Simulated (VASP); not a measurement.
Output of a VASP run:

OSZICAR:
```
...
DAV:   8    -0.280195466548E+01    0.11709E-05   -0.66833E-07  1012   0.903E-03    0.312E-03
DAV:   9    -0.280195467276E+01   -0.72771E-08   -0.11753E-07   897   0.447E-03
   2 F= -.28019547E+01 E0= -.28027097E+01  d E =-.208322E-01
       N       E                     dE             d eps       ncg     rms          rms(c)
DAV:   1    -0.281288968293E+01   -0.10935E-01   -0.18880E-01  1664   0.350E+00    0.523E-01
DAV:   2    -0.280619033813E+01    0.66993E-02   -0.15256E-02  1934   0.131E+00    0.249E-01
DAV:   3    -0.280320007644E+01    0.29903E-02   -0.75202E-03  2456   0.717E-01    0.842E-02
DAV:   4    -0.280319847561E+01    0.16008E-05   -0.39031E-04  2188   0.165E-01    0.621E-02
DAV:   5    -0.280321290677E+01   -0.14431E-04   -0.48527E-05  1704   0.499E-02    0.641E-03
DAV:   6    -0.280321212254E+01    0.78423E-06   -0.27110E-06  1650   0.177E-02
   3 F= -.28032121E+01 E0= -.28038215E+01  d E =-.220896E-01
       N       E                     dE             d eps       ncg     rms          rms(c)
DAV:   1    -0.280326486944E+01   -0.51963E-04   -0.12138E-03  1664   0.282E-01    0.435E-02
DAV:   2    -0.280321796359E+01    0.46906E-04   -0.99457E-05  1944   0.106E-01    0.206E-02
DAV:   3    -0.280319809826E+01    0.19865E-04   -0.49131E-05  2464   0.578E-02    0.661E-03
DAV:   4    -0.280319864270E+01   -0.54444E-06   -0.25603E-06  1352   0.137E-02
   4 F= -.28031986E+01 E0= -.28037956E+01  d E =-.220762E-01
       N       E                     dE             d eps       ncg     rms          rms(c)
DAV:   1    -0.280564586595E+01   -0.24478E-02   -0.83462E-02  1664   0.218E+00    0.182E-01
DAV:   2    -0.280458767305E+01    0.10582E-02   -0.17993E-03  2214   0.459E-01    0.121E-01
DAV:   3    -0.280407073780E+01    0.51694E-03   -0.66258E-04  2213   0.206E-01    0.563E-02
DAV:   4    -0.280407604369E+01   -0.53059E-05   -0.12039E-04  2247   0.837E-02    0.287E-02
DAV:   5    -0.280407602007E+01    0.23617E-07   -0.29384E-06  1666   0.130E-02
   5 F= -.28040760E+01 E0= -.28048805E+01  d E =-.877377E-03
       N       E                     dE             d eps       ncg     rms          rms(c)
DAV:   1    -0.281092869325E+01   -0.68526E-02   -0.34691E-01  1664   0.445E+00    0.372E-01
DAV:   2    -0.280662772818E+01    0.43010E-02   -0.73967E-03  2214   0.932E-01    0.233E-01
DAV:   3    -0.280450136039E+01    0.21264E-02   -0.27287E-03  2231   0.422E-01    0.100E-01
DAV:   4    -0.280452385926E+01   -0.22499E-04   -0.50887E-04  2229   0.171E-01    0.541E-02
DAV:   5    -0.280452471391E+01   -0.85464E-06   -0.12315E-05  2282   0.265E-02    0.315E-02
DAV:   6    -0.280452330311E+01    0.14108E-05   -0.27309E-06  1774   0.155E-02    0.330E-03
DAV:   7    -0.280452341457E+01   -0.11146E-06   -0.17804E-07   897   0.464E-03
   6 F= -.28045234E+01 E0= -.28058060E+01  d E =-.132477E-02
       N       E                     dE             d eps       ncg     rms          rms(c)
DAV:   1    -0.280510742509E+01   -0.58412E-03   -0.27396E-02  1664   0.125E+00    0.106E-01
DAV:   2    -0.280476061130E+01    0.34681E-03   -0.58747E-04  2219   0.261E-01    0.636E-02
DAV:   3    -0.280459380992E+01    0.16680E-03   -0.21845E-04  2218   0.117E-01    0.268E-02
DAV:   4    -0.280459680807E+01   -0.29982E-05   -0.38660E-05  2237   0.471E-02    0.146E-02
DAV:   5    -0.280459705245E+01   -0.24438E-06   -0.82360E-07  1046   0.725E-03
   7 F= -.28045971E+01 E0= -.28057473E+01  d E =-.139841E-02
```

File OUTCAR:
```
------------------------ aborting loop because EDIFF is reached ----------------------------------------
  FORCE on cell =-STRESS in cart. coord.  units (eV):
  Direction    XX          YY          ZZ          XY          YZ          ZX
  --------------------------------------------------------------------------------------
  Total        0.0080268      0.0080268      0.0099118      0.0000000      0.0000000      0.0000000
  in kB        0.1939003      0.1939002      0.2394365      0.0000000      0.0000000      0.0000000
  external PRESSURE =       0.2090790 kB  Pullay stress =       0.0000000 kB
  volume of cell :       66.32
      direct lattice vectors                 reciprocal lattice vectors
     1.836488547 -3.180891257 -0.000000000     0.272258709 -0.157188649  0.000000000
     1.836488547  3.180891257 -0.000000000     0.272258709  0.157188649 -0.000000000
     0.000000000  0.000000000  5.676837251     0.000000000 -0.000000000  0.176154425
 POSITION                                       TOTAL-FORCE (eV/Angst)
 -----------------------------------------------------------------------------------
      1.83649      1.06030      1.41921         0.000000     -0.000000      0.000000
      1.83649     -1.06030      4.25763        -0.000000      0.000000     -0.000000
 -----------------------------------------------------------------------------------
    total drift:                                0.000000      0.000107     -0.000011
  FREE ENERGIE OF THE ION-ELECTRON SYSTEM (eV)
  ---------------------------------------------------
  free  energy   TOTEN  =        -2.8045970525 eV

  energy  without entropy=       -2.8080476809  energy(sigma->0) =       -2.80574726

 reached required accuracy - stopping structural energy minimisation
```
(Selected blocks of OUTCAR.)

POSCAR:
```
Dy
1
    1.7950000000    -3.1090310000     0.0000000000
    1.7950000000     3.1090310000     0.0000000000
    0.0000000000     0.0000000000     5.6500000000
Dy
2
Direct
  0.3333330000   0.6666670000   0.2500000000
  0.6666670000   0.3333330000   0.7500000000
```

Question: Reconstruct the remaining input files.

Answer: Several could match; the one computed here: the input of the run itself, vdW-DF2, plane waves, VASP's PBE PAW potentials (set 64).

KPOINTS:
```
Automatic mesh
0
Gamma
11 11 6
0 0 0
```

### INCAR
```
IBRION=2   ! conjugate gradients
LREAL=.FALSE.
SYSTEM=Dy
EDIFFG=-0.01   ! ionic stop
ZAB_VDW=-1.8867
LWAVE=.FALSE.
LCHARG=.FALSE.
ISMEAR=1   ! Methfessel-Paxton
LUSE_VDW=.TRUE.
ALGO=Normal   ! blocked Davidson
NELM=100   ! most electronic steps
LMAXMIX=6
EDIFF=1E-6
PREC=Accurate
NSW=60   ! most ionic steps
ENCUT=520
LASPH=.TRUE.
ISIF=3   ! ions, shape and volume
GGA=ML
AGGAC=0.0
SIGMA=0.1   ! width (eV)
```

POTCAR, in this order: Dy_3 (PBE.64 set). Program: vasp_std.

The 4f electrons are frozen in the core of the lanthanide potential, so 4f levels, which can set the real gap, and their magnetism are missing. Energy and stress use the plane-wave basis of the starting cell.

The compound is Dy in the hcp structure. This run relaxes it. Symmetry was kept, so distortions that lower it aren't found.
